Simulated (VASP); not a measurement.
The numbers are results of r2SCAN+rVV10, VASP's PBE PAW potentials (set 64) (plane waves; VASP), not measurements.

VASP input:

### POSCAR
```
Na
1
   -2.1105776268     2.1105776268     2.1105776268
    2.1105776268    -2.1105776268     2.1105776268
    2.1105776268     2.1105776268    -2.1105776268
Na
1
Direct
  0.0000000000   0.0000000000   0.0000000000
```

### INCAR
```
SYSTEM = Na
PREC = Accurate
ENCUT = 520
EDIFF = 1E-7
NELM = 100
ALGO = Normal
LREAL = .FALSE.
LASPH = .TRUE.
ISMEAR = 1
SIGMA = 0.1
METAGGA = R2SCAN
LUSE_VDW = .TRUE.
BPARAM = 11.95
CPARAM = 0.0093
LMIXTAU = .TRUE.
LWAVE = .FALSE.
LCHARG = .FALSE.
ISIF = 2
```

### KPOINTS
```
Automatic
0
Gamma
  12 12 12
```

POTCAR, in this order: Na_pv (PBE.64 set). Program: vasp_std.

Problem. What will the output report for the number of irreducible k-points (NKPTS), largest plane-wave count, number of space-group operations, FFT grid (NGX, NGY, NGZ)?

Solution. 
The number of irreducible k-points (NKPTS) is 72 and the largest plane-wave count is 1048. The number of space-group operations is 48 and the FFT grid (NGX, NGY, NGZ) is 28 × 28 × 28.

The compound is Na in the bcc structure. It was relaxed first.
